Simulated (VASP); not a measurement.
Output of a VASP run:

**OUTCAR**
```
 ion  position               nearest neighbor table
   1  0.333  0.667  0.250-   2 2.71   2 2.71   2 2.71   2 2.71   2 2.71   2 2.71
   2  0.667  0.333  0.750-   1 2.71   1 2.71   1 2.71   1 2.71   1 2.71   1 2.71
  LATTYP: Found a hexagonal cell.
 ALAT       =     2.7267882198
 C/A-ratio  =     1.6199431105
 Subroutine PRICEL returns:
 Original cell was already a primitive cell.
 Subroutine GETGRP returns: Found 24 space group operations
The static configuration has the point symmetry D_3d.
 The point group associated with its full space group is D_6h.
The dynamic configuration has the point symmetry D_3d.
 Subroutine INISYM returns: Found 24 space group operations
 Subroutine IBZKPT returns following result:
 Found    135 irreducible k-points:

 Following reciprocal coordinates:
            Coordinates               Weight
  0.000000  0.000000  0.000000      1.000000
  0.066667  0.000000  0.000000      6.000000
  0.133333  0.000000  0.000000      6.000000
  0.200000  0.000000  0.000000      6.000000
  0.266667  0.000000  0.000000      6.000000
  0.333333  0.000000  0.000000      6.000000
  0.400000  0.000000  0.000000      6.000000
  0.466667  0.000000  0.000000      6.000000
  0.066667  0.066667  0.000000      6.000000
  0.133333  0.066667  0.000000     12.000000
  0.200000  0.066667  0.000000     12.000000
  0.266667  0.066667  0.000000     12.000000
  0.333333  0.066667  0.000000     12.000000
  0.400000  0.066667  0.000000     12.000000
  0.466667  0.066667  0.000000      6.000000
  0.133333  0.133333  0.000000      6.000000
  0.200000  0.133333  0.000000     12.000000
  0.266667  0.133333  0.000000     12.000000
  0.333333  0.133333  0.000000     12.000000
  0.400000  0.133333  0.000000     12.000000
  0.200000  0.200000  0.000000      6.000000
  0.266667  0.200000  0.000000     12.000000
  0.333333  0.200000  0.000000     12.000000
  0.400000  0.200000  0.000000      6.000000
  0.266667  0.266667  0.000000      6.000000
  0.333333  0.266667  0.000000     12.000000
  0.333333  0.333333  0.000000      2.000000
  0.000000  0.000000  0.125000      2.000000
  0.066667  0.000000  0.125000     12.000000
  0.133333  0.000000  0.125000     12.000000
  0.200000  0.000000  0.125000     12.000000
  0.266667  0.000000  0.125000     12.000000
  0.333333  0.000000  0.125000     12.000000
  0.400000  0.000000  0.125000     12.000000
  0.466667  0.000000  0.125000     12.000000
  0.066667  0.066667  0.125000     12.000000
  0.133333  0.066667  0.125000     24.000000
  0.200000  0.066667  0.125000     24.000000
  0.266667  0.066667  0.125000     24.000000
  0.333333  0.066667  0.125000     24.000000
   k-points           NKPTS =    135   k-points in BZ     NKDIM =    135   number of bands    NBANDS=     11
   number of dos      NEDOS =    301   number of ions     NIONS =      2
   total plane-waves  NPLWV =  12800
   dimension x,y,z NGX =    20 NGY =   20 NGZ =   32
   dimension x,y,z NGXF=    40 NGYF=   40 NGZF=   64
   ions per type =               2
   PREC   = accura    normal or accurate (medium, high low for compatibility)
   ISTART =      0    job   : 0-new  1-cont  2-samecut
   ICHARG =      2    charge: 1-file 2-atom 10-const
   ISPIN  =      1    spin polarized calculation?
   LNONCOLLINEAR =      F non collinear calculations
   LSORBIT =      F    spin-orbit coupling
   INIWAV =      1    electr: 0-lowe 1-rand  2-diag
   ENCUT  =  500.0 eV  36.75 Ry    6.06 a.u.   4.97  4.97  8.05*2*pi/ulx,y,z
   NELM   =    100;   NELMIN=  2; NELMDL= -5     # of ELM steps
   EDIFF  = 0.1E-05   stopping-criterion for ELM
   LREAL  =      F    real-space projection
   NLSPLINE    = F    spline interpolate recip. space projectors
   LMAXMIX     =    6 max onsite mixed and CHGCAR
   VOSKOWN=      0    Vosko Wilk Nusair interpolation
   EDIFFG = -.2E-01   stopping-criterion for IOM
   NSW    =     40    number of steps for IOM
...
```

OSZICAR:
```
       N       E                     dE             d eps       ncg     rms          rms(c)
DAV:   1     0.269990862490E+02    0.26999E+02   -0.69330E+03  5439   0.156E+03
DAV:   2    -0.222094886712E+02   -0.49209E+02   -0.42122E+02  4818   0.335E+02
DAV:   3    -0.278852524051E+02   -0.56758E+01   -0.46681E+01  4996   0.232E+02
DAV:   4    -0.281702679396E+02   -0.28502E+00   -0.25251E+00  5470   0.231E+01
DAV:   5    -0.281795885051E+02   -0.93206E-02   -0.89350E-02  5110   0.246E+00    0.475E+01
DAV:   6    -0.271052084901E+02    0.10744E+01   -0.10154E+00  5554   0.302E+01    0.204E+01
DAV:   7    -0.267317748624E+02    0.37343E+00   -0.75590E-01  5722   0.251E+01    0.469E-01
DAV:   8    -0.267192965683E+02    0.12478E-01   -0.92804E-03  5595   0.914E-01    0.151E-01
DAV:   9    -0.267185937646E+02    0.70280E-03   -0.42300E-04  5497   0.211E-01    0.429E-02
DAV:  10    -0.267185884725E+02    0.52921E-05   -0.59526E-05  4786   0.857E-02    0.540E-03
DAV:  11    -0.267185884774E+02   -0.48396E-08   -0.57985E-07  2980   0.215E-02
   1 F= -.24943279E+02 E0= -.24943448E+02  d E =-.249433E+02
```

**OUTCAR**
```
------------------------ aborting loop because EDIFF is reached ----------------------------------------
  FORCE on cell =-STRESS in cart. coord.  units (eV):
  Direction    XX          YY          ZZ          XY          YZ          ZX
  --------------------------------------------------------------------------------------
  Total        1.7471334      1.7471332      1.7565993      0.0000000      0.0000000      0.0000000
  in kB       98.4128965     98.4128871     98.9460940      0.0000000      0.0000000      0.0000000
  external PRESSURE =      -1.4093741 kB  Pullay stress =     100.0000000 kB
  volume of cell :       28.44
      direct lattice vectors                 reciprocal lattice vectors
     1.363394159 -2.361467841  0.000000000     0.366731804 -0.211732716  0.000000000
     1.363394159  2.361467841  0.000000000     0.366731804  0.211732716  0.000000000
     0.000000000  0.000000000  4.417241791     0.000000000  0.000000000  0.226385615
 POSITION                                       TOTAL-FORCE (eV/Angst)
 -----------------------------------------------------------------------------------
      1.36339      0.78716      1.10431         0.000000      0.000000      0.000000
      1.36339     -0.78716      3.31293        -0.000000     -0.000000      0.000000
 -----------------------------------------------------------------------------------
    total drift:                               -0.000000      0.000006     -0.000016
  FREE ENERGIE OF THE ION-ELECTRON SYSTEM (eV)
  ---------------------------------------------------
  free  energy   TOTEN  =       -26.7185884774 eV

  energy  without entropy=      -26.7190939795  energy(sigma->0) =      -26.71875698
  enthalpy is  TOTEN    =       -24.9432790874 eV   P V=        1.7753093900

 reached required accuracy - stopping structural energy minimisation
```
(Selected blocks of OUTCAR.)

### POSCAR
```
Re
1
    1.3633941588    -2.3614678408     0.0000000000
    1.3633941588     2.3614678408     0.0000000000
    0.0000000000    -0.0000000000     4.4172417905
Re
2
Direct
  0.3333330000   0.6666670000   0.2500000000
  0.6666670000   0.3333330000   0.7500000000
```

Task: Write an INCAR and KPOINTS that could have produced this output.

Result: Several could match; the one computed here: the input of the run itself, PBEsol GGA, plane waves, VASP's PBE PAW potentials (set 64).

INCAR:
```
SYSTEM = Re
PREC = Accurate; ENCUT = 500; LREAL = .FALSE.
LASPH = .TRUE.
EDIFF = 1E-6; NELM = 100; ALGO = Normal
LMAXMIX = 6
ISMEAR = 1; SIGMA = 0.1
GGA = PS
IBRION = 2; NSW = 40; ISIF = 3
EDIFFG = -0.02; PSTRESS = 100
LWAVE = .FALSE.; LCHARG = .FALSE.
```

### KPOINTS
```
Automatic mesh
0
Gamma
15 15 8
0 0 0
```

POTCAR, in this order: Re (PBE.64 set). Program: vasp_std.

The compound is Re in the hcp structure. It was relaxed first under an external pressure of 10 GPa.
